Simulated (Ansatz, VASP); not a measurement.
# ZrGe: VASP beside Ansatz, part 2 of 2

Aim: how closely do two programs agree when they are given the same cell, functional and k mesh? The cell is generated by rule, not measured, and may not be a known phase. The cell is taken from a series of runs on this material, whose earlier steps may have relaxed, scaled, displaced or heated it; both programs get it as it stands.

VASP 6.6.1 and Ansatz 0.2.0.

So far: The structure; VASP: zone-centre phonons, PBEsol.

The structure was built from a prototype and need not be the compound's stable phase.

## Step 3: Ansatz: zone-centre phonons, PBEsol

Level of this step: Ansatz beside VASP: Kohn-Sham DFT, plane waves, PBEsol (Ansatz).

Ansatz runs on its default PAW (the set named soft_2) files.

The same cell, functional, mesh and smearing now go to Ansatz.

input.yaml

```yaml
crystal:
  lattice:
    - [0.0, 2.7059586679, 2.7059586679]
    - [2.7059586679, 0.0, 2.7059586679]
    - [2.7059586679, 2.7059586679, 0.0]
  atoms:
    - { symbol: Zr, position: [0.0, 0.0, 0.0] }
    - { symbol: Ge, position: [0.5, 0.5, 0.5] }
kpoints:
  mp_grid: { grid: [16, 16, 16] }
hamiltonian:
  xc: pbesol
scf:
  occupations: { method: methfessel_paxton, width: 0.2 }
output:
  eigenvalues: true
phonons:
  method: dfpt
  qmesh: [2, 2, 2]
  temperatures: { t_max: 1000, t_step: 50 }
  qpath:
    path:
      - [[0.0, 0.0, 0.0], [0.5, 0.0, 0.5], [0.625, 0.25, 0.625]]
      - [[0.375, 0.375, 0.75], [0.0, 0.0, 0.0], [0.5, 0.5, 0.5], [0.5, 0.25, 0.75], [0.5, 0.0, 0.5]]
    npoints: 10
basis:
  ecutwfc: 360
```

Command:

```bash
> ansatz run input.yaml --threads 8 --pin off --max-ram 14336MiB --backend cpu --events-out ev --progress --plain --runs-dir out
```

Numbers of over 12 decimals in the logs are rounded to 6 here.

Output:

```text
Warning: basis.ecutwfc = 360 eV is below the records' recommended 420 eV, and the density's cutoff is lower with it unless basis.ecutrho_ratio is high enough to keep the records' density cutoff: compare with a run at a higher cutoff
Engine: ansatz 0.2.0, x86_64-unknown-linux-gnu
Pseudopotentials: kind: paw
Pseudopotential: Zr, paw, valence charge 12, recommended cutoff 420 eV (normal), Zr.paw.azcp
Pseudopotential: Ge, paw, valence charge 14, recommended cutoff 420 eV (normal), Ge.paw.azcp
Functional definition: PBEsol
  exchange = pbesol_x
  correlation = pbesol_c
Crystal: 2 atoms, lattice volume = 39.627 Å³
Basis set: ecut = 360 eV, 609 PW (Γ), exchange–correlation on 48×48×48 points (8 copies of the dense FFT grid, shifted against one another)
Bands: 17, of which v1, the nominal top of the filled ones, is band 13 counted from 1 (12 counted from 0)
Symmetry: 48 space group operations
k-points: 145 of 4096
Non-local potential: Zr, projectors of the file, l = 0: 3, l = 1: 2, l = 2: 2, l = 3: 2
Non-local potential: Ge, projectors of the file, l = 0: 2, l = 1: 2, l = 2: 3, l = 3: 1
PAW form: soft (Blöchl's): semilocal exchange-correlation on the pseudo side does not see the compensation charge
PAW frozen core: Zr, regenerated for the run's functional, and the local potential with it (the file was generated under x = pbe(κ = 0.804, μ = 0.219515), c = pbe(β = 0.066725))
PAW frozen core: Ge, regenerated for the run's functional, and the local potential with it (the file was generated under x = pbe(κ = 0.804, μ = 0.219515), c = pbe(β = 0.066725))
PAW one-centre angular grid: Zr, 590 points (default); XC on 64 Gauss nodes
PAW one-centre angular grid: Ge, 590 points (default); XC on 64 Gauss nodes
Initial density: superposition of atomic densities (neutral atoms: chi_scale 0, normalization atom), corrected by the library's trained network
Initial wavefunctions: pseudopotential atomic-orbital guess
Functional: x = pbesol(κ = 0.804, μ = 0.123457), c = pbesol(β = 0.046)
SCF iter   1: F=—  HF=-8383.752212 eV  |F-HF|=—  |Δ(HF+E_count)|=         —  Δρ=3.55e-3  dr2=4.57e-3  ethr=1.77e-3  ⟨swp⟩=4.9  Hψ=10265  notcnv=0
preconditioner: auto → Kerker (q_TF=auto, 2.543 Å⁻¹)  [metal: Δε(μ)=0.061 eV  Ē_g=20.704 eV  σ=0.200 eV  W_gap=0.25  n_scr=14 (ndim 8)  ℏωp=28.9 eV  f_vac=0.000  D(μ)=0.46/eV (n_scr^D=0)]
SCF iter   2: F=—  HF=-8383.750561 eV  |F-HF|=—  |Δ(HF+E_count)|=   1.65e-3  S|Δr|=    0.00e0  Δρ=1.97e-3  dr2=1.28e-3  ethr=1.76e-5  ⟨swp⟩=2.1  Hψ=4911  notcnv=0
SCF iter   3: F=—  HF=-8383.750242 eV  |F-HF|=—  |Δ(HF+E_count)|=   3.19e-4  S|Δr|=    0.00e0  Δρ=3.25e-4  dr2=2.99e-5  ethr=4.94e-6  ⟨swp⟩=2.0  Hψ=3029  notcnv=0
SCF iter   4: F=—  HF=-8383.750238 eV  |F-HF|=—  |Δ(HF+E_count)|=   4.35e-6  S|Δr|=    0.00e0  Δρ=8.41e-5  dr2=2.22e-6  ethr=1.15e-7  ⟨swp⟩=2.0  Hψ=3763  notcnv=0
SCF iter   5: F=—  HF=-8383.750238 eV  |F-HF|=—  |Δ(HF+E_count)|=   1.51e-7  S|Δr|=    0.00e0  Δρ=4.34e-5  dr2=7.72e-7  ethr=8.55e-9  ⟨swp⟩=2.0  Hψ=3795  notcnv=0
SCF iter   6: F=—  HF=-8383.750237 eV  |F-HF|=—  |Δ(HF+E_count)|=   8.78e-7  S|Δr|=    0.00e0  Δρ=1.85e-5  dr2=9.40e-8  ethr=2.97e-9  ⟨swp⟩=2.0  Hψ=3765  notcnv=0
SCF iter   7: F=—  HF=-8383.750237 eV  |F-HF|=—  |Δ(HF+E_count)|=   1.57e-8  S|Δr|=    0.00e0  Δρ=2.68e-6  dr2=2.29e-9  ethr=3.62e-10  ⟨swp⟩=2.3  Hψ=3802  notcnv=0
SCF iter   8: F=—  HF=-8383.750237 eV  |F-HF|=—  |Δ(HF+E_count)|=  5.88e-10  S|Δr|=    0.00e0  Δρ=4.44e-7  dr2=6.86e-11  ethr=8.81e-12  ⟨swp⟩=2.8  Hψ=4086  notcnv=0
SCF iter   9: F=-8383.750237 eV  HF=-8383.750237 eV  |F-HF|=1.82e-12  |Δ(HF+E_count)|=  1.27e-11  S|Δr|=    0.00e0  Δρ=8.19e-8  dr2=1.74e-12  ethr=1.00e-12  ⟨swp⟩=5.0  Hψ=10280  notcnv=0
SCF 1 converged in 9 iterations: F = -8383.750237 eV  dr2 = 1.74e-12
  greatest PAW one-centre occupation: 0.998 electrons in one spin orbital (limit 2), on the Ge atom at site 1 (counted from 0), in its partial waves of l = 2
Initial density: read from a saved state, or passed on in memory by an earlier SCF of this step, an earlier step, the calling program or the single point that the run made first
iter 1 solved again at ethr=4.80e-8 eV; its pass at ethr=3.10e-3 eV (dr2=1.25e-5 eV) is discarded
SCF iter   1: F=—  HF=-8383.750237 eV  |F-HF|=—  |Δ(HF+E_count)|=         —  Δρ=2.50e-7  dr2=1.10e-11  ethr=4.80e-8  ⟨swp⟩=3.4  Hψ=17824  notcnv=0
eigensolver tolerance schedule: the retry pair's looser diagonalisation over-reported the residual by 1128907.25 of it (diagonalisation noise at an unbounded share of the residual, at the tolerance the schedule requests for it); recorded, not acted on — ethr = c·dr2/N_el stays at c = 1.0e-1
preconditioner: auto → Kerker (q_TF=auto, 2.543 Å⁻¹)  [metal: Δε(μ)=0.074 eV  Ē_g=20.686 eV  σ=0.200 eV  W_gap=0.30  n_scr=14 (ndim 8)  ℏωp=28.9 eV  f_vac=0.000  D(μ)=0.47/eV (n_scr^D=0)]
SCF iter   2: F=—  HF=-8383.750237 eV  |F-HF|=—  |Δ(HF+E_count)|=   3.39e-7  S|Δr|=    0.00e0  Δρ=1.38e-7  dr2=3.38e-12  ethr=1.00e-12  ⟨swp⟩=1.9  Hψ=8867  notcnv=0
SCF iter   3: F=-8383.750237 eV  HF=-8383.750237 eV  |F-HF|=3.64e-12  |Δ(HF+E_count)|=    0.00e0  S|Δr|=    0.00e0  Δρ=7.89e-8  dr2=1.11e-12  ethr=1.00e-12  ⟨swp⟩=1.6  Hψ=5904  notcnv=0
SCF 2 converged in 3 iterations: F = -8383.750237 eV  dr2 = 1.11e-12
phonons: the bands overlap, so this run is a metal and interpolates without the dipole-dipole term. If the crystal is really an insulator or semiconductor, its LO-TO splitting is missing
NSCF: frozen V_eff on 145 k-points
NSCF: frozen V_eff on 349 k-points
DFPT response loops at q = (0, 0, 0) (fractional): preconditioner auto → Kerker (q_TF=auto, 2.543 Å⁻¹) (partly filled bands, converged f_vac=0.000); β = 1.00, the filter's whole step (`scf.mixing.beta` (0.50) is not read by the response loops under this deck's `scf.mixing.preconditioner`; to damp them name `kerker` or `kerker_dos`, under which they read `scf.mixing.beta`, and type it under 1.00, their step now; both keys bind the ground state too); Broyden in place of MSR1
NSCF: frozen V_eff on 2196 k-points
DFPT response loops at q = (0, 0, -0.5) (fractional): mixed as the last ones told, above
NSCF: frozen V_eff on 1242 k-points
DFPT response loops at q = (0, -0.5, -0.5) (fractional): mixed as the last ones told, above
SCF converged after 9 iterations
Stability not checked: this state was not tested for a lower state beside it, because cold or Methfessel-Paxton smearing, or corrected tetrahedra, fill the levels in a way that the test cannot read (fill_not_monotonic; see scf.lower_state_search)
Free energy (F): -8383.750237 eV
Harris-Foulkes:  -8383.750237 eV  (|F-HF|=1.82e-12)
Internal energy: -8383.750979 eV  (E = F + TS)
E sigma→0 (E₀):  -8383.750423 eV
Entropy (-TS):   0.000742 eV (0.371 meV/atom)
Fermi energy:    13.197612 eV
--- Per-component energies (eV) ---
  E_band       = -185.262947
  E_kinetic    = 446.616692
  E_local      = -2830.393934  (includes V_loc(G=0)·N_el)
  E_nonlocal   = 501.548252
  E_hartree    = 1174.374312
  E_xc         = -237.187050
  E_vxc        = -257.368374  (∫ρ·V_xc dr)
  E_paw        = -4878.839243  (= ΣΔE_a)
  E_vpaw       = -394.416670  (= ΣTr[D̂ρ^β])
  E_aug_tail   = 0.002473  (compensation charges beyond the density's cutoff)
  E_ewald      = -2560.956139
  E_core_change = 1.083657  (= ΣΔE_core)
  E_smearing   = 0.000742  (= −TS)
  E_closure    = 0.000000  (closes the sum)
  Σ components = -8383.750237   (vs F -8383.750237, Δ=0.00e0)
--- Band table (eV; the first three rows and the last of 145) ---
  k-point 0: bands = [... 9 lower, 2.8012, 13.3334, 13.3334, 13.3334, 14.1812, 14.1812, 15.5971, 15.5971]
  k-point 1: bands = [... 9 lower, 2.8675, 13.1159, 13.3091, 13.3091, 13.8867, 13.8867, 15.5139, 16.0578]
  k-point 2: bands = [... 9 lower, 3.0631, 12.5244, 12.9603, 12.9603, 13.7688, 13.7688, 15.3726, 16.9438]
  k-point 144: bands = [... 9 lower, 5.0713, 10.5569, 10.5569, 10.8779, 15.5853, 15.5853, 16.3170, 16.4089]
--- Phonons (Γ-DFPT): 2 representative perturbations + reference (Σ response iterations 6) ---
  ASR residual: 3.118e-5 → 0.000e0 eV/Å²; symmetrization residual: 3.227e-6 eV/Å²
  ASR residual per site (eV/Å²): 7.99e-7 3.12e-5
  Γ frequencies (cm⁻¹): 0.00 0.00 0.00 252.26 252.26 252.26
--- Phonons (arbitrary-q DFPT): 3 irreducible q on the 2×2×2 mesh ---
  q = [0.0000, 0.0000, 0.0000] (star 1, of the zone-centre solve; hermiticity 6.82e-7, symmetrization 1.63e-13): -0.00 -0.00 -0.00 252.26 252.26 252.26
  q = [0.0000, 0.0000, -0.5000] (star 4, 2 solved perturbations on 1098 of 4096 k-point pairs; hermiticity 8.95e-9, symmetrization 4.48e-9): 167.24 167.24 197.48 197.48 218.03 219.14
  q = [0.0000, -0.5000, -0.5000] (star 3, 4 solved perturbations in 1940 linear systems a pass and spin channel, the states on 621 of 4096 k-point pairs; hermiticity 1.63e-6, symmetrization 9.47e-8): 99.06 99.06 100.76 239.09 239.09 241.93
  sum rule: each row above includes the acoustic sum rule's correction from the zone centre's row sums; it moved no ω² by more than (0.34 cm⁻¹)²
  mesh force constants: q→R imaginary residual 4.00e-17; ASR residual 3.118e-5 → 0.000e0 eV/Å²; symmetrization residual 1.243e-14 eV/Å²
  interpolated dispersion: 62 rows × 6 modes
  density of states and harmonic sums: on the 20×20×20 q-mesh, interpolated from the force constants of a 2×2×2 supercell (no non-analytic term)
  largest difference from the sums on the solved wave vectors: F 6.97e-2 eV, S 1.02e-4 and C_V 3.23e-5 eV/K
  zero-point energy: 0.067303 eV/cell   skipped modes (ω ≤ 0): 3   left out of the sums: 6.25e-5 of the cell's modes: C_V's classical limit lies that fraction below 3 k_B per atom; for a crystal, a wire or a layer, F and S can be off by more, and a phonons.interpolated_qmesh denser along its periods is the remedy for the sampling
```

## Step 4: Comparison

Known differences besides the potentials themselves: VASP's run holds the zone centre alone; the cutoff is 360 eV in Ansatz and 500 eV in VASP; Ansatz makes its cores anew for this functional, VASP keeps those of its PBE data sets; Ansatz's log warns that its cutoff lies below the recommended one. Total energies have different zeros and are not compared.

The two programs side by side:

```tsv
quantity	Ansatz	VASP	difference
optical mode 1 to 3 (cm⁻¹)	252.3	252.6	-0.14 %
```

Modes are paired by rising frequency, not by their patterns, so a pair may set unlike modes beside each other; they are those without the splitting of longitudinal modes.

## Step 5: Summary of results

| Item | Value |
| --- | --- |
| r.m.s. difference of the optical zone-centre modes, each program's sorted by frequency (zone-centre phonons, PBEsol) | 0.36 cm⁻¹ |

**Reading.** The r.m.s. difference of the optical zone-centre modes, each program's sorted by frequency is 0.36 cm⁻¹ (zone-centre phonons, PBEsol). Such differences can come from data sets, numerical settings and the points named under the comparisons, not from the functional's error against experiment.

[Lines on the potential files, build, host, timing and source positions are cut from VASP's logs without a mark.]

[Logs are printed without paths, hosts, clocks, repeated set-up lines and the standing remarks that a program may print on its own settings, such as how far it seeks lower states.]

[Hosts, paths, dates, database ids (printed as entryN), source tags and the programs' standing remarks are cut or masked in the printed files.]
